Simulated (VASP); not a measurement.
Level of theory: TPSS meta-GGA, VASP's PBE PAW potentials (set 64) (plane waves; VASP).

A VASP calculation is set up with these files.

**INCAR**
```
! general
SYSTEM  = InP
PREC    = Accurate
ENCUT   = 400
LREAL   = F
LASPH   = T

! electronic loop
EDIFF   = 1E-6
NELM    = 100
ALGO    = Normal
LMAXMIX = 4
LMIXTAU = T

! smearing
ISMEAR  = 0
SIGMA   = 0.05

! functional
METAGGA = TPSS

! ions
ISIF    = 2

! output
LWAVE   = F
LCHARG  = F
```

**KPOINTS**
```
Automatic
0
G
 7 7 7
0 0 0
```

### POSCAR
```
InP
1
    0.0000000000     2.9350000000     2.9350000000
    2.9350000000     0.0000000000     2.9350000000
    2.9350000000     2.9350000000     0.0000000000
In P
1 1
Direct
  0.0000000000   0.0000000000   0.0000000000
  0.2500000000   0.2500000000   0.2500000000
```

POTCAR, in this order: In_d P (PBE.64 set). Program: vasp_std.

Question: What will the output report for the number of irreducible k-points (NKPTS), number of bands (NBANDS), largest plane-wave count, number of space-group operations, FFT grid (NGX, NGY, NGZ)?

Answer: 
```yaml
number of irreducible k-points (NKPTS): 20
number of bands (NBANDS): 13
largest_plane_wave_count: 941
number_of_space_group_operations: 24
FFT grid (NGX, NGY, NGZ): 28 × 28 × 28
```

The compound is InP in the zinc blende structure. The cell was not relaxed at this level. The run is one of a series of settings (GGA removed, LMIXTAU = .TRUE., METAGGA = TPSS against the base run), some of them coarse on purpose.
